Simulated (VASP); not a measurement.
A cell of DyOs2Si2 (space group I4/mmm) near equilibrium:

```
CELL_PARAMETERS angstrom
     -2.08491     2.08491     4.79118
      2.08491    -2.08491     4.79118
      2.08491     2.08491    -4.79118
ATOMIC_POSITIONS crystal
  Dy 0.00000 0.00000 0.00000
  Si 0.62934 0.62934 0.00000
  Si 0.37066 0.37066 0.00000
  Os 0.75000 0.25000 0.50000
  Os 0.25000 0.75000 0.50000
```

Calculation: r2SCAN meta-GGA, VASP's PBE PAW potentials (set 64) (plane waves; VASP).

The 4f electrons are frozen in the core of the lanthanide potential, so 4f levels, which can set the real gap, and their magnetism are missing.

```json
[
 {"run": "as it is", "ΔE (meV/atom)": "0.0", "σxx": "-0.11", "σyy": "-0.11", "σzz": "0.08", "largest shear component, with its sign (GPa)": "0.00", "largest force (eV/Å)": "0.018"},
 {"run": "after one change", "ΔE (meV/atom)": "0.8", "σxx": "-0.84", "σyy": "-0.84", "σzz": "-0.03", "largest shear component, with its sign (GPa)": "0.00", "largest force (eV/Å)": "0.351"}
]
```
Stress is in GPa, positive when the cell is compressed.

Problem. Which change was made?
(A) isotropic strain of +1.0 %
(B) atom 3 (Si) moved by 0.025 Å along z
(C) atom 3 (Si) moved by 0.150 Å along z

Solution. B, atom 3 (Si) moved by 0.025 Å along z

The structure comes from a computed database's DyOs2Si2 entry (I4/mmm); how it stands against other phases isn't given here. The electron count is odd and the run is not spin-polarised, which forces a metal.
